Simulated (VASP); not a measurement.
# MgSiC2 (R-3m) in VASP: band structure with PBE+dDsC

Aim: the band structure of MgSiC2 with PBE+dDsC.

All numbers are computed with VASP 6.6.1; they aren't measurements. Logs are shortened: lines on timing, memory, paths and dates and some standing lists are left out, and cuts for length are marked.

**1. The crystal as given**

The structure is trigonal, space group R-3m (No. 166). The conventional cell has a = 2.986 Å, b = 2.986 Å, c = 15.587 Å, α = 90.00°, β = 90.00°, γ = 120.00°. Mg (site symmetry -3m) has 6 C at 2.30 Å as nearest neighbours. Si (site symmetry -3m) has 6 C at 2.03 Å as nearest neighbours. C (site symmetry 3m) is surrounded by 3 Si at 2.03 Å and 3 Mg at 2.30 Å.

The cell was built by a generator and needn't be a form met in nature.

**2. Band structure, PBE+dDsC**

The input, MgSiC2.cif:

```cif
data_MgSiC2
_cell_length_a 2.98635843
_cell_length_b 2.98635843
_cell_length_c 15.58653000
_cell_angle_alpha 90.00000000
_cell_angle_beta 90.00000000
_cell_angle_gamma 120.00000000
_space_group_name_H-M_alt 'R-3m'
_space_group_name_Hall '-R 3 2"'
_space_group_IT_number 166
loop_
_space_group_symop_operation_xyz
'x,y,z'
'-x,-y,-z'
'-y,x-y,z'
'y,-x+y,-z'
'-x+y,-x,z'
'x-y,x,-z'
'y,x,-z'
'-y,-x,z'
'x-y,-y,-z'
'-x+y,y,z'
'-x,-x+y,-z'
'x,x-y,z'
'x+2/3,y+1/3,z+1/3'
'-x+2/3,-y+1/3,-z+1/3'
'-y+2/3,x-y+1/3,z+1/3'
'y+2/3,-x+y+1/3,-z+1/3'
'-x+y+2/3,-x+1/3,z+1/3'
'x-y+2/3,x+1/3,-z+1/3'
'y+2/3,x+1/3,-z+1/3'
'-y+2/3,-x+1/3,z+1/3'
'x-y+2/3,-y+1/3,-z+1/3'
'-x+y+2/3,y+1/3,z+1/3'
'-x+2/3,-x+y+1/3,-z+1/3'
'x+2/3,x-y+1/3,z+1/3'
'x+1/3,y+2/3,z+2/3'
'-x+1/3,-y+2/3,-z+2/3'
'-y+1/3,x-y+2/3,z+2/3'
'y+1/3,-x+y+2/3,-z+2/3'
'-x+y+1/3,-x+2/3,z+2/3'
'x-y+1/3,x+2/3,-z+2/3'
'y+1/3,x+2/3,-z+2/3'
'-y+1/3,-x+2/3,z+2/3'
'x-y+1/3,-y+2/3,-z+2/3'
'-x+y+1/3,y+2/3,z+2/3'
'-x+1/3,-x+y+2/3,-z+2/3'
'x+1/3,x-y+2/3,z+2/3'
loop_
_atom_site_label
_atom_site_type_symbol
_atom_site_symmetry_multiplicity
_atom_site_Wyckoff_symbol
_atom_site_fract_x
_atom_site_fract_y
_atom_site_fract_z
_atom_site_occupancy
Mg1 Mg 3 b 0.3333333333 0.6666666667 0.1666666667 1
Si1 Si 3 a 0.0000000000 0.0000000000 0.0000000000 1
C1 C 6 c 0.0000000000 0.0000000000 0.2647600000 1
```

The input, POSCAR:

```
Mg Si C 
 1.0000000000000000
     2.9863584300000001    0.0000000000000000    0.0000000000000000
    -1.4931792149999994    2.5862622651858125    0.0000000000000000
     0.0000000000000000    0.0000000000000000   15.5865299999999998
 Mg  Si  C  
   3   3   6
Cartesian
 -0.0000000001493175  1.7241748435434170  2.5977550005195509
  1.4931792151493184  0.8620874216423955 12.9887749994804498
  2.9863584298506822  0.0000000000862087  7.7932650005195505
  0.0000000000000000  0.0000000000000000  0.0000000000000000
  1.4931792150000001  0.8620874217286041  5.1955099999999996
  0.0000000000000004  1.7241748434572082 10.3910199999999993
  0.0000000000000000  0.0000000000000000  4.1266896827999995
  0.0000000000000000  0.0000000000000000 11.4598403171999994
  1.4931792150000001  0.8620874217286041  9.3221996828000009
  1.4931792150000001  0.8620874217286041  1.0688203171999997
  0.0000000000000004  1.7241748434572082 14.5177096827999996
  0.0000000000000004  1.7241748434572082  6.2643303171999998
```

The input, INCAR.step1:

```
SYSTEM = MgSiC2
PREC = Accurate
ENCUT = 520
EDIFF = 1E-7
ISMEAR = 0
SIGMA = 0.1
LREAL = .False.
LASPH = .False.
NELM = 60
ALGO = VeryFast
ISIF = 2
LWAVE = .False.
LCHARG = .True.
GGA = PE
IVDW = 4
```

The input, KPOINTS.step1:

```
Automatic mesh
0
Gamma
  10 10 2
  0 0 0
```

The input, INCAR.step2:

```
SYSTEM = MgSiC2
PREC = Accurate
ENCUT = 520
EDIFF = 1E-7
ISMEAR = 0
SIGMA = 0.05
LREAL = .False.
LASPH = .False.
NELM = 60
ALGO = VeryFast
ISIF = 2
LWAVE = .False.
LCHARG = .False.
GGA = PE
IVDW = 4
ICHARG = 11
```

The input, KPOINTS.step2:

```
path GMKGALHA,LM,KH
10
line-mode
reciprocal
 0.0000000000  0.0000000000  0.0000000000  G
 0.5000000000  0.0000000000  0.0000000000  M

 0.5000000000  0.0000000000  0.0000000000  M
 0.3333333333  0.3333333333  0.0000000000  K

 0.3333333333  0.3333333333  0.0000000000  K
 0.0000000000  0.0000000000  0.0000000000  G

 0.0000000000  0.0000000000  0.0000000000  G
 0.0000000000  0.0000000000  0.5000000000  A

 0.0000000000  0.0000000000  0.5000000000  A
 0.5000000000  0.0000000000  0.5000000000  L

 0.5000000000  0.0000000000  0.5000000000  L
 0.3333333333  0.3333333333  0.5000000000  H

 0.3333333333  0.3333333333  0.5000000000  H
 0.0000000000  0.0000000000  0.5000000000  A

 0.5000000000  0.0000000000  0.5000000000  L
 0.5000000000  0.0000000000  0.0000000000  M

 0.3333333333  0.3333333333  0.0000000000  K
 0.3333333333  0.3333333333  0.5000000000  H
```

Potentials or basis: VASP PAW PBE potentials, release 64 (Mg, Si, C).

Command:

```console
$ ase convert -i cif -o vasp MgSiC2.cif POSCAR
$ cat potpaw_PBE.64/Mg/POTCAR potpaw_PBE.64/Si/POTCAR potpaw_PBE.64/C/POTCAR > POTCAR
$ cp INCAR.step1 INCAR
$ cp KPOINTS.step1 KPOINTS
$ mpirun -np 1 vasp_std > vasp.out
$ cp INCAR.step2 INCAR
$ cp KPOINTS.step2 KPOINTS
$ mpirun -np 1 vasp_std > vasp.out
```

OUTCAR:

```text
SYSTEM = MgSiC2
   PREC = Accurate
   ENCUT = 520
   EDIFF = 1E-7
   ISMEAR = 0
   LREAL = .False.
   LASPH = .False.
   NELM = 60
   ISIF = 2
   GGA = PE
   IVDW = 4
   ICHARG = 11
  IVDW =   4

 ion  position               nearest neighbor table
   1  0.333  0.667  0.167-   7 2.30   7 2.30   7 2.30  10 2.30  10 2.30  10 2.30   5 3.12   5 3.12
                             5 3.12   4 3.12   4 3.12   4 3.12
   2  0.667  0.333  0.833-   8 2.30   8 2.30   8 2.30  11 2.30  11 2.30  11 2.30   6 3.12   6 3.12
                             6 3.12   4 3.12   4 3.12   4 3.12
   3  1.000  0.000  0.500-   9 2.30   9 2.30   9 2.30  12 2.30  12 2.30  12 2.30   6 3.12   6 3.12
                             6 3.12   5 3.12   5 3.12   5 3.12
   4  0.000  0.000  0.000-  11 2.03  10 2.03  10 2.03  11 2.03  10 2.03  11 2.03   1 3.12   2 3.12
                             2 3.12   1 3.12   1 3.12   2 3.12
   5  0.667  0.333  0.333-  12 2.03   7 2.03   7 2.03   7 2.03  12 2.03  12 2.03   1 3.12   1 3.12
                             1 3.12   3 3.12   3 3.12   3 3.12
   6  0.333  0.667  0.667-   9 2.03   8 2.03   8 2.03   8 2.03   9 2.03   9 2.03   2 3.12   3 3.12
                             2 3.12   3 3.12   2 3.12   3 3.12
   7  0.000  0.000  0.265-   5 2.03   5 2.03   5 2.03   1 2.30   1 2.30   1 2.30
   8  0.000  0.000  0.735-   6 2.03   6 2.03   6 2.03   2 2.30   2 2.30   2 2.30
   9  0.667  0.333  0.598-   6 2.03   6 2.03   6 2.03   3 2.30   3 2.30   3 2.30
  10  0.667  0.333  0.069-   4 2.03   4 2.03   4 2.03   1 2.30   1 2.30   1 2.30
  11  0.333  0.667  0.931-   4 2.03   4 2.03   4 2.03   2 2.30   2 2.30   2 2.30
  12  0.333  0.667  0.402-   5 2.03   5 2.03   5 2.03   3 2.30   3 2.30   3 2.30

  LATTYP: Found a hexagonal cell.
 ALAT       =     2.9863584300
 C/A-ratio  =     5.2192428891

  Lattice vectors:

 A1 = (   2.9863584300,   0.0000000000,   0.0000000000)
 A2 = (  -1.4931792150,   2.5862622652,   0.0000000000)
 A3 = (   0.0000000000,   0.0000000000,  15.5865300000)

Analysis of symmetry for initial positions (statically):
=====================================================================
 Subroutine PRICEL returns following result:

  LATTYP: Found a trigonal (rhomboedric) cell.
 ALAT       =     5.4741303465
 COS(alpha) =     0.8511929186

  Lattice vectors:

 A1 = (   1.4931792150,  -0.8620874217,  -5.1955100000)
 A2 = (  -1.4931792150,  -0.8620874217,  -5.1955100000)
 A3 = (   0.0000000000,   1.7241748435,  -5.1955100000)

   3 primitive cells build up your supercell.

 Routine SETGRP: Setting up the symmetry group for a
 hexagonal supercell.

 Subroutine GETGRP returns: Found 12 space group operations
 (whereof 12 operations were pure point group operations)
 out of a pool of 24 trial point group operations.

The static configuration has the point symmetry D_3d.

Analysis of symmetry for dynamics (positions and initial velocities):
=====================================================================
 Subroutine PRICEL returns following result:

  LATTYP: Found a trigonal (rhomboedric) cell.
 ALAT       =     5.4741303465
 COS(alpha) =     0.8511929186

  Lattice vectors:

 A1 = (   1.4931792150,  -0.8620874217,  -5.1955100000)
 A2 = (  -1.4931792150,  -0.8620874217,  -5.1955100000)
 A3 = (   0.0000000000,   1.7241748435,  -5.1955100000)

   3 primitive cells build up your supercell.

 Routine SETGRP: Setting up the symmetry group for a
 hexagonal supercell.

 Subroutine GETGRP returns: Found 12 space group operations
 (whereof 12 operations were pure point group operations)
 out of a pool of 24 trial point group operations.

The dynamic configuration has the point symmetry D_3d.

 Subroutine INISYM returns: Found 12 space group operations
 (whereof 12 operations are pure point group operations),
 and found     3 'primitive' translations

[... 89 lines left out ...]
   ENCUT  =  520.0 eV  38.22 Ry    6.18 a.u.   5.55  5.55 28.98*2*pi/ulx,y,z
   NELM   =     60;   NELMIN=  2; NELMDL=  0     # of ELM steps
   EDIFF  = 0.1E-06   stopping-criterion for ELM
   LREAL  =      F    real-space projection
   EDIFFG = 0.1E-05   stopping-criterion for IOM
   NSW    =      0    number of steps for IOM
   IBRION =     -1    ionic relax: 0-MD 1-quasi-New 2-CG
   NFREE  =      0    steps in history (QN), initial steepest desc. (CG)
   ISIF   =      2    stress and relaxation
   ISYM   =      2    0-nonsym 1-usesym 2-fastsym
   POTIM  = 0.5000    time-step for ionic-motion
   TEBEG  =    0.0;   TEEND  =   0.0 temperature during run
   PSTRESS=    0.0 pullay stress
   NELECT =      42.0000    total number of electrons
   NUPDOWN=      -1.0000    fix difference up-down
   EMIN   =  10.00;   EMAX   =-10.00  energy-range for DOS
   EFERMI =   0.00;   METHOD = LEGACY
   ISMEAR =     0;   SIGMA  =   0.05  broadening in eV -4-tet -1-fermi 0-gaus
   EFERMI_NEDOS =   21; number of points for ismear=-14 and -15
   IALGO  =     48    algorithm
   IMIX   =      4    mixing-type and parameters
     AMIX     =   0.40;   BMIX     =  1.00
     AMIX_MAG =   1.60;   BMIX_MAG =  1.00
  volume/ion in A,a.u.               =      10.03        67.70
  Fermi-wavevector in a.u.,A,eV,Ry     =   1.152489  2.177888 18.071664  1.328230
  Thomas-Fermi vector in A             =   2.289139
   LORBIT       =      0    0 simple, 1 ext, 2 COOP (PROOUT), +10 PAW based schemes
   GGA     = PE    functional components
   LHFCALC =     F    Hartree Fock is set to
   AEXX    =    0.0000 exact exchange contribution
   IVDW    =     4    specifies the selected vdW correction
   LEPSILON=     F    determine dielectric tensor
   LRPA    =     F    only Hartree local field effects (RPA)
 non-spin polarized calculation
 RMM-DIIS sequential band-by-band
 Gauss-broadening in eV      SIGMA  =   0.05
  energy-cutoff  :      520.00
  volume of cell :      120.38
 maximum number of plane-waves:      3321
 NGX is ok and might be reduce to    24

 number of electron      42.0000002 magnetization

 Free energy of the ion-electron system (eV)
  ---------------------------------------------------
  ext. energy  EPLUGINS =         0.00000000
  ---------------------------------------------------
  free energy    TOTEN  =       -64.95756129 eV

  energy without entropy =      -64.93924328  energy(sigma->0) =      -64.94840229

 E-fermi :   7.3378     XC(G=0): -11.3952

 val. band max:        7.3373893336   @ k =   0.0000   0.0000   0.1111
 cond. band min:       7.3416127772   @ k =   0.2593   0.2593   0.0000
 fundamental gap:      0.0042234435
 Fermi energy:         7.3377606469

 k-point     1 :       0.0000    0.0000    0.0000
  band No.  band energies     occupation
      1      -8.3748      2.00000
      2      -8.2115      2.00000
      3      -8.2113      2.00000
      4      -4.5918      2.00000
      5      -4.5918      2.00000
      6      -3.8005      2.00000
[... 733 lines left out ...]
     27      13.5958      0.00000
     28      15.2928      0.00000

 [... further k-points ...]

------------------------ aborting loop because EDIFF is reached ----------------------------------------

  Hirshfeld-DOM and Hirshfeld charges and relative Volumes:
            ion         q(e)           q(e)           rel_vol
   -----------------------------------------------------------
      1     Mg          0.280          0.211          0.805
      2     Mg          0.280          0.211          0.805
      3     Mg          0.280          0.211          0.803
      4     Si          0.389          0.291          0.800
      5     Si          0.388          0.291          0.800
      6     Si          0.387          0.291          0.799
      7     C          -0.334         -0.251          0.951
      8     C          -0.334         -0.251          0.951
      9     C          -0.333         -0.251          0.952
     10     C          -0.335         -0.251          0.949
     11     C          -0.335         -0.251          0.949
     12     C          -0.333         -0.251          0.952

  dDsC method for vdW energy calculation

  Number of pair interactions contributing to vdW energy:  339354

  Edisp (eV):   -2.96953

  FORCE on cell =-STRESS in cart. coord.  units (eV):
  Direction    XX          YY          ZZ          XY          YZ          ZX
  --------------------------------------------------------------------------------------
  -------------------------------------------------------------------------------------
  Total      -8.12148    -8.12148     3.43288    -0.00000     0.00000     0.00000
  in kB    -108.08914  -108.08914    45.68836    -0.00000     0.00000     0.00000
  external pressure =      -56.83 kB  Pullay stress =        0.00 kB

 VOLUME and BASIS-vectors are now :
 -----------------------------------------------------------------------------
  energy-cutoff  :      520.00
  volume of cell :      120.38
      direct lattice vectors                 reciprocal lattice vectors
     2.986358430  0.000000000  0.000000000     0.334855987  0.193329194  0.000000000
    -1.493179215  2.586262265  0.000000000     0.000000000  0.386658389  0.000000000
     0.000000000  0.000000000 15.586530000     0.000000000  0.000000000  0.064157962

 POSITION                                       TOTAL-FORCE (eV/Angst)
 -----------------------------------------------------------------------------------
     -0.00000      1.72417      2.59776        -0.000000      0.000000     -0.000000
      1.49318      0.86209     12.98877        -0.000000      0.000000     -0.000000
      2.98636      0.00000      7.79327        -0.000000      0.000000     -0.000000
      0.00000      0.00000      0.00000        -0.000000      0.000000     -0.000000
      1.49318      0.86209      5.19551        -0.000000      0.000000     -0.000000
      0.00000      1.72417     10.39102        -0.000000      0.000000     -0.000000
      0.00000      0.00000      4.12669         0.000000     -0.000000     -1.259435
      0.00000      0.00000     11.45984        -0.000000      0.000000      1.259435
      1.49318      0.86209      9.32220         0.000000     -0.000000     -1.259435
      1.49318      0.86209      1.06882        -0.000000      0.000000      1.259435
      0.00000      1.72417     14.51771         0.000000     -0.000000     -1.259435
      0.00000      1.72417      6.26433        -0.000000      0.000000      1.259435
 -----------------------------------------------------------------------------------
    total drift:                               -0.000000      0.000000      0.000000

  FREE ENERGIE OF THE ION-ELECTRON SYSTEM (eV)
  ---------------------------------------------------
  free  energy   TOTEN  =       -67.9270944998 eV

  energy  without entropy=      -67.9087764978  energy(sigma->0) =      -67.91793550
```

Run time: 3.3 min. Hardware: 1 thread of Intel Xeon 6975P-C (Granite Rapids), shared host; peak memory 0.42 GiB.

Results:

```yaml
Band_gap_along_the_path: none (metal or under the smearing width)
Dispersion_energy_per_atom: -0.247 eV
```

Levels at the corners of the path, in eV from the Fermi level:
| point | band 17 | band 18 | band 19 | band 20 | band 21 | band 22 | band 23 | band 24 | band 25 | band 26 |
| --- | --- | --- | --- | --- | --- | --- | --- | --- | --- | --- |
| Γ | 0.31 | 0.79 | 0.79 | 0.79 | 0.79 | 0.92 | 0.92 | 1.09 | 6.69 | 6.89 |
| M | -2.36 | -1.79 | -1.25 | -1.25 | 0.00 | 0.21 | 0.21 | 0.40 | 3.16 | 3.66 |
| M | -2.36 | -1.79 | -1.25 | -1.25 | 0.00 | 0.21 | 0.21 | 0.40 | 3.16 | 3.66 |
| K | -3.93 | -3.93 | -0.95 | -0.95 | -0.95 | -0.48 | -0.48 | -0.48 | 4.90 | 4.90 |
| K | -3.93 | -3.93 | -0.95 | -0.95 | -0.95 | -0.48 | -0.48 | -0.48 | 4.90 | 4.90 |
| Γ | 0.31 | 0.79 | 0.79 | 0.79 | 0.79 | 0.92 | 0.92 | 1.09 | 6.71 | 6.87 |
| Γ | 0.31 | 0.79 | 0.79 | 0.79 | 0.79 | 0.92 | 0.92 | 1.09 | 6.72 | 6.87 |
| A | 0.40 | 0.40 | 0.74 | 0.74 | 0.88 | 0.88 | 0.88 | 0.88 | 6.73 | 6.79 |
| A | 0.40 | 0.40 | 0.74 | 0.74 | 0.88 | 0.88 | 0.88 | 0.88 | 6.80 | 6.86 |
| L | -2.10 | -2.10 | -1.89 | -0.39 | -0.39 | 0.15 | 0.33 | 0.33 | 3.38 | 3.38 |
| L | -2.10 | -2.10 | -1.89 | -0.39 | -0.39 | 0.15 | 0.33 | 0.33 | 3.38 | 3.38 |
| H | -4.01 | -4.01 | -0.80 | -0.80 | -0.80 | -0.63 | -0.63 | -0.63 | 4.98 | 4.98 |
| H | -4.01 | -4.01 | -0.80 | -0.80 | -0.80 | -0.63 | -0.63 | -0.63 | 4.98 | 4.98 |
| A | 0.40 | 0.40 | 0.74 | 0.74 | 0.88 | 0.88 | 0.88 | 0.88 | 6.73 | 6.73 |
| L | -2.10 | -2.10 | -1.89 | -0.39 | -0.39 | 0.15 | 0.33 | 0.33 | 3.38 | 3.66 |
| M | -2.36 | -1.79 | -1.25 | -1.25 | 0.00 | 0.21 | 0.21 | 0.40 | 3.16 | 3.66 |
| K | -3.93 | -3.93 | -0.95 | -0.95 | -0.95 | -0.48 | -0.48 | -0.48 | 4.90 | 4.90 |
| H | -4.01 | -4.01 | -0.80 | -0.80 | -0.80 | -0.63 | -0.63 | -0.63 | 4.98 | 4.98 |

Caveat: the log is that of the step along the path at fixed density, whose energy, stress, charges and moments have no meaning; pairwise dispersion overbinds metals, which lowers pressure and volume.

**3. The reference run**

An earlier run on the cell as given: functional PBE; potentials or basis VASP PAW PBE potentials, release 64 (Mg, Si, C); cutoff 520 eV; k mesh 10 × 10 × 10; occupations fermi-dirac, width 0.05 eV; no spin polarisation.

- Pressure: -0.2 GPa
- Largest force: 0.037 eV/Å
- Band gap on the k mesh: none (metal or under the smearing width)
